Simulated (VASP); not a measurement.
Calculation: PBE GGA, VASP's PBE PAW potentials (set 64) (plane waves; VASP).

The input files of a VASP run:

### INCAR
```
SYSTEM  =  Dy
PREC  =  Accurate; ENCUT  =  480; LREAL  =  .False.
LASPH  =  .True.
EDIFF  =  1E-7; NELM  =  100; ALGO  =  Normal
LMAXMIX  =  6
ISMEAR  =  1; SIGMA  =  0.1
GGA  =  PE
ISIF  =  2
LWAVE  =  .False.; LCHARG  =  .False.
```

### POSCAR
```
Dy
1
    1.8149381532    -3.1435648876    -0.0000000000
    1.8149381532     3.1435648876    -0.0000000000
   -0.0000000000    -0.0000000000     5.5907981528
Dy
2
Direct
  0.3333330000   0.6666670000   0.2500000000
  0.6666670000   0.3333330000   0.7500000000
```

### KPOINTS
```
Automatic mesh
0
Gamma
10 10 6
0 0 0
```

POTCAR, in this order: Dy_3 (PBE.64 set). Program: vasp_std.

The 4f electrons are frozen in the core of the lanthanide potential, so 4f levels, which can set the real gap, and their magnetism are missing.

Q: Predict the energy per atom (σ→0), band gap (on the k-mesh).

A: 
```yaml
energy per atom (σ→0): -4.538 eV/atom
band gap (on the k-mesh): none (metal, semimetal or under 0.01 eV)
```

File OSZICAR:
```
...
DAV:   8    -0.907487460625E+01    0.32275E-03   -0.25551E-03  1856   0.422E-01    0.632E-02
DAV:   9    -0.907488895140E+01   -0.14345E-04   -0.21836E-04  1826   0.135E-01    0.327E-02
DAV:  10    -0.907488226709E+01    0.66843E-05   -0.35533E-05  1927   0.481E-02    0.400E-02
DAV:  11    -0.907488316693E+01   -0.89984E-06   -0.38645E-06  1726   0.166E-02    0.131E-03
DAV:  12    -0.907488345556E+01   -0.28863E-06   -0.42434E-07  1739   0.606E-03    0.376E-03
DAV:  13    -0.907488330516E+01    0.15040E-06   -0.55536E-08   943   0.209E-03    0.374E-04
DAV:  14    -0.907488330729E+01   -0.21294E-08   -0.84673E-09   928   0.105E-03
   1 F= -.90748833E+01 E0= -.90756112E+01  d E =0.218372E-02
```

The compound is Dy in the hcp structure. It was relaxed first.
